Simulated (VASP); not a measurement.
# C (P6_3/mmc) in VASP: further runs, part 2 of 2

VASP 6.6.1. The steps go on from the part before.

### Step 3. Relaxation of cell and atoms, r2SCAN

This run uses another cell than the first one, of 9.17 Å³/atom, 1.049 times its volume.

INCAR

```
SYSTEM = C
ALGO = Normal ; EDIFF = 1E-7
EDIFFG = -0.002 ; ENCUT = 520
IBRION = 2 ; ISIF = 3
ISMEAR = 0 ; KPAR = 4
LASPH = .TRUE. ; LCHARG = .FALSE.
LMIXTAU = .TRUE. ; LREAL = .FALSE.
LWAVE = .FALSE. ; METAGGA = R2SCAN
NELM = 60 ; NSW = 80
PREC = Accurate ; SIGMA = 0.02
```

KPOINTS

```
k-points
0
G
  15 15 6
  0 0 0
```

POSCAR

```
C                                       
1.0
    2.4580006705      0.0000000000     -0.0000000000
   -1.2290003352      2.1286910215     -0.0000000000
    0.0000000000      0.0000000000      7.0094039659
  C             
     4
Direct
     0.0000000000000000    0.0000000000000000    0.7500000000000000
     0.0000000000000000    0.0000000000000000    0.2500000000000000
     0.3333333300000021    0.6666666699999979    0.7500000000000000
     0.6666666699999979    0.3333333300000021    0.2500000000000000
```

Potentials or basis: VASP PAW PBE potentials, release 64 (C).

On the command line:

```console
> cat potpaw_PBE.64/C/POTCAR > POTCAR
> mpirun -np 4 vasp_std > vasp.out
```

OUTCAR:

```text
SYSTEM = C
   EDIFF = 1E-7
   EDIFFG = -0.002
   ENCUT = 520
   IBRION = 2
   ISIF = 3
   ISMEAR = 0
   LASPH = .TRUE.
   LREAL = .FALSE.
   METAGGA = R2SCAN
   NELM = 60
   NSW = 80
   PREC = Accurate

 ion  position               nearest neighbor table
   1  0.000  0.000  0.750-   3 1.42   3 1.42   3 1.42
   2  0.000  0.000  0.250-   4 1.42   4 1.42   4 1.42
   3  0.333  0.667  0.750-   1 1.42   1 1.42   1 1.42
   4  0.667  0.333  0.250-   2 1.42   2 1.42   2 1.42

  LATTYP: Found a hexagonal cell.
 ALAT       =     2.4580006705
 C/A-ratio  =     2.8516688584

  Lattice vectors:

 A1 = (   2.4580006705,   0.0000000000,   0.0000000000)
 A2 = (  -1.2290003352,   2.1286910215,   0.0000000000)
[... 277 lines left out ...]

 k-point     1 :       0.0000    0.0000    0.0000
  band No.  band energies     occupation
      1     -16.6250      2.00000
      2     -16.4153      2.00000
      3      -4.5609      2.00000
      4      -2.9526      2.00000
      5       1.0840      2.00000
      6       1.0840      2.00000
      7       1.0961      2.00000
      8       1.0961      2.00000
      9       8.3672      0.00000
     10      12.9999      0.00000
     11      13.0040      0.00000
     12      13.0365      0.00000
[... 331 lines left out ...]
 k-point    24 :       0.4000    0.2000    0.0000
  band No.  band energies     occupation
      1     -10.3893      2.00000
      2     -10.3158      2.00000
      3      -9.2219      2.00000
      4      -9.1760      2.00000
      5      -5.1213      2.00000
      6      -5.0517      2.00000
      7       2.3718      2.00000
      8       2.9201      2.00000
      9       5.6952      0.00000
     10       5.8518      0.00000
     11      15.4412      0.00000
     12      16.0013      0.00000

 [... further k-points ...]

------------------------ aborting loop because EDIFF is reached ----------------------------------------

  FORCE on cell =-STRESS in cart. coord.  units (eV):
  Direction    XX          YY          ZZ          XY          YZ          ZX
  --------------------------------------------------------------------------------------
  -------------------------------------------------------------------------------------
  Total        0.0027508      0.0027508      0.0006704      0.0000000     -0.0000000      0.0000000
  in kB        0.1201701      0.1201701      0.0292892      0.0000000     -0.0000000      0.0000000
  external PRESSURE =       0.0898764 kB  Pullay stress =       0.0000000 kB
[... 19 lines left out ...]
  FREE ENERGIE OF THE ION-ELECTRON SYSTEM (eV)
  ---------------------------------------------------
  free  energy   TOTEN  =       -39.7488806386 eV

  energy  without entropy=      -39.7486731951  energy(sigma->0) =      -39.74877692

 reached required accuracy - stopping structural energy minimisation
```

OSZICAR:

```text
N       E                     dE             d eps       ncg     rms          rms(c)
DAV:   1     0.461367187767E+02    0.46137E+02   -0.84291E+03  2600   0.125E+03
DAV:   2    -0.416298897072E+02   -0.87767E+02   -0.80690E+02  3692   0.233E+02
[... 31 lines left out ...]
   2 F= -.39748880E+02 E0= -.39748777E+02  d E =-.125848E-06
       N       E                     dE             d eps       ncg     rms          rms(c)
DAV:   1    -0.397488814033E+02   -0.97111E-06   -0.24041E-05  2664   0.434E-02    0.281E-03
DAV:   2    -0.397488808151E+02    0.58822E-06   -0.52954E-07  3004   0.611E-03    0.178E-03
DAV:   3    -0.397488806111E+02    0.20395E-06   -0.57494E-07  2952   0.647E-03    0.299E-04
DAV:   4    -0.397488806386E+02   -0.27414E-07   -0.61283E-08  1900   0.310E-03
   3 F= -.39748881E+02 E0= -.39748777E+02  d E =-.344242E-06
```

CONTCAR:

```text
C
   1.00000000000000
     2.4579185265494794   -0.0000000000000019    0.0000000000000000
    -1.2289592632247432    2.1286198827522504   -0.0000000000000000
     0.0000000000000000    0.0000000000000000    7.0097524397962898
  C
     4
Direct
     0.0000000000000000    0.0000000000000000    0.7500000000000000
     0.0000000000000000    0.0000000000000000    0.2500000000000000
     0.3333333300000021    0.6666666699999979    0.7500000000000000
     0.6666666699999979    0.3333333300000021    0.2500000000000000

  0.00000000E+00  0.00000000E+00  0.00000000E+00
  0.00000000E+00  0.00000000E+00  0.00000000E+00
  0.00000000E+00  0.00000000E+00  0.00000000E+00
  0.00000000E+00  0.00000000E+00  0.00000000E+00
```

It took 59 s on 4 MPI ranks of AMD EPYC 9R45 (Zen 5), shared host; peak memory 0.14 GiB.

Results:

```yaml
Free_energy: -39.7489 eV
Energy_gained_by_relaxing: 0.0 meV/atom
Ionic_steps: 3
Pressure_after_relaxing: 0.0 GPa
Band_gap_on_the_k_mesh: none (metal or under the smearing width)
```

Final structure:
```
C
1.0
     2.45792    0.00000    0.00000
    -1.22896    2.12862    0.00000
     0.00000    0.00000    7.00975
C
4
Direct
  0.00000 0.00000 0.75000
  0.00000 0.00000 0.25000
  0.33333 0.66667 0.75000
  0.66667 0.33333 0.25000
```

Caveat: the PAW data sets were made with another functional, which shifts forces and pressure a little.

### Step 4. Vibrations by finite differences, r2SCAN

This run uses another cell than the first one, of 9.17 Å³/atom, 1.048 times its volume.

INCAR

```
SYSTEM = C
ALGO = Normal ; EDIFF = 1E-8
ENCUT = 520 ; IBRION = 6
ISIF = 2 ; ISMEAR = 0
KPAR = 4 ; LASPH = .TRUE.
LCHARG = .FALSE. ; LMIXTAU = .TRUE.
LREAL = .FALSE. ; LWAVE = .FALSE.
METAGGA = R2SCAN ; NBANDS = 16
NELM = 60 ; NFREE = 2
NSW = 1 ; POTIM = 0.015
PREC = Accurate ; SIGMA = 0.02
```

KPOINTS is that of step 3.

Changes to POSCAR since step 3:

```diff
@@ -2,5 +2,5 @@
 1.0
-    2.4580006705      0.0000000000     -0.0000000000
-   -1.2290003352      2.1286910215     -0.0000000000
-    0.0000000000      0.0000000000      7.0094039659
+    2.4579185265     -0.0000000000      0.0000000000
+   -1.2289592632      2.1286198828     -0.0000000000
+    0.0000000000      0.0000000000      7.0097524398
   C
```

On the command line:

```console
> cat potpaw_PBE.64/C/POTCAR > POTCAR
> mpirun -np 4 vasp_std > vasp.out
```

It took 9.4 min on 4 MPI ranks of AMD EPYC 9R45 (Zen 5), shared host; peak memory 0.42 GiB.

Results (log left out):

| Quantity | Value |
| --- | --- |
| Highest phonon frequency at Γ | 1566 cm⁻¹ |
| Most unstable mode | 33i cm⁻¹ |

Phonon frequencies in cm⁻¹ (negative: imaginary):
```tsv
q point	frequencies
(0.000, 0.000, 0.000)	-33 -33 -1 0 0 83 880 885 1564 1564 1566 1566
```

Caveat: some modes are imaginary; the PAW data sets were made with another functional, which shifts forces and pressure a little.
